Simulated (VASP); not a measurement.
**NaMg6Ti: density of states with revPBE+D3(BJ)**

NaMg6Ti:

```
Ti Mg Na
1.0
     5.15680    0.00000    0.00000
     0.00000    6.40947    0.00000
     0.00000    3.21563    5.54445
Ti Mg Na
1 6 1
Direct
  0.00000 0.84093 0.84093
  0.50000 0.16711 0.16711
  0.50000 0.15260 0.67332
  0.50000 0.67332 0.15260
  0.00000 0.33517 0.33517
  0.00000 0.33214 0.83248
  0.00000 0.83248 0.33214
  0.50000 0.66625 0.66625
```

The cell comes from a database or a generator and needn't be the stable form of this composition.

```yaml
Program: VASP 6.6.1
Task: density of states
Functional: revPBE
Dispersion: D3(BJ)
Potentials_or_basis: VASP PAW PBE potentials, release 54 (Ti, Mg, Na)
Cutoff: 500 eV
k_mesh: 5 × 5 × 5
Occupations: tetrahedron
Spin: no spin polarisation
Further_INCAR_settings: ALGO = Normal; EDIFF = 1.00e-06
```

| Quantity | Value |
| --- | --- |
| Pressure | -3.3 GPa |
| Largest force | 0.145 eV/Å |
| Band gap on the k mesh | none (metal or under the smearing width) |
| Valence electrons inside the program's atomic spheres | Ti 2.92; Mg 0.34, 0.35; Na 0.17 |
| Dispersion energy per atom | -0.562 eV |

Forces in eV/Å, atoms in the order of the input:
```
Ti   0.000  0.126  0.072
Mg   0.000 -0.031 -0.018
Mg   0.000 -0.020 -0.012
Mg   0.000 -0.020 -0.012
Mg   0.000  0.071  0.041
Mg   0.000 -0.035  0.001
Mg   0.000 -0.017 -0.031
Na   0.000 -0.073 -0.042
```

Stress tensor (GPa, compression positive):
```
-3.76  0.00  0.00
 0.00 -3.23 -0.18
 0.00 -0.18 -3.02
```

Levels at points of the mesh, in eV from the Fermi level:
```tsv
k point	band 6	band 7	band 8	band 9	band 10	band 11
(0.00, 0.00, 0.00)	-1.52	-1.12	-0.92	-0.49	0.06	0.31
```

States per cell in windows of 0.5 eV (zero at the Fermi level; states under -6 eV left out):
```
from (eV)  total  Ti1_d  Ti1_p  Ti1_s  Mg2_s  Mg3_s  Mg4_s
     -6.0   0.50   0.00   0.00   0.02   0.01   0.01   0.01
     -5.5   0.82   0.00   0.01   0.03   0.02   0.02   0.02
     -5.0   0.71   0.00   0.01   0.02   0.02   0.02   0.02
     -4.5   0.84   0.01   0.01   0.02   0.02   0.02   0.02
     -4.0   1.08   0.01   0.02   0.03   0.02   0.02   0.02
     -3.5   1.18   0.03   0.02   0.03   0.02   0.02   0.02
     -3.0   1.19   0.04   0.02   0.03   0.02   0.02   0.02
     -2.5   1.57   0.09   0.03   0.04   0.02   0.02   0.02
     -2.0   1.80   0.14   0.04   0.05   0.02   0.02   0.02
     -1.5   1.52   0.20   0.04   0.03   0.01   0.01   0.01
     -1.0   2.85   0.63   0.08   0.04   0.02   0.02   0.02
     -0.5   2.95   1.11   0.07   0.02   0.01   0.01   0.01
      0.0   3.58   1.80   0.05   0.03   0.03   0.01   0.01
      0.5   3.65   1.81   0.07   0.02   0.02   0.01   0.01
```

It took 90 s on 1 thread of Intel(R) Xeon(R) Platinum 8488C (Sapphire Rapids) (shared host), peak memory 0.33 GiB.

Caveat: the PAW data sets were made with another functional, which shifts forces and pressure a little; pairwise dispersion overbinds metals, which lowers pressure and volume; tetrahedron occupations give inexact forces and stress in metals.
